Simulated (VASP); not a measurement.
Input:

```
CELL_PARAMETERS angstrom
      1.57880    -2.73456     0.00000
      1.57880     2.73456     0.00000
      0.00000     0.00000     3.51178
ATOMIC_POSITIONS crystal
  Hf 0.00000 0.00000 0.00000
  B  0.33333 0.66667 0.50000
  B  0.66667 0.33333 0.50000
```

Level of theory: RPBE GGA, VASP's PBE PAW potentials (set 64) (plane waves; VASP 6.6.1). Settings: 520 eV cut-off, Gaussian smearing of 0.050 eV, potentials Hf_pv B.

Unless said otherwise, spin-orbit coupling is left out, though it shifts the bands of the heavy elements here.

Task: What does the run give for the band gap (along the path) with the smallest direct gap where there is one?

Result: 
```yaml
band gap (along the path): none (metal, semimetal or under 0.01 eV)
```

The absolute energy has meaning only against runs of the same code, potentials and settings.

The compound is HfB2 in the AlB2 type structure. It was relaxed first.
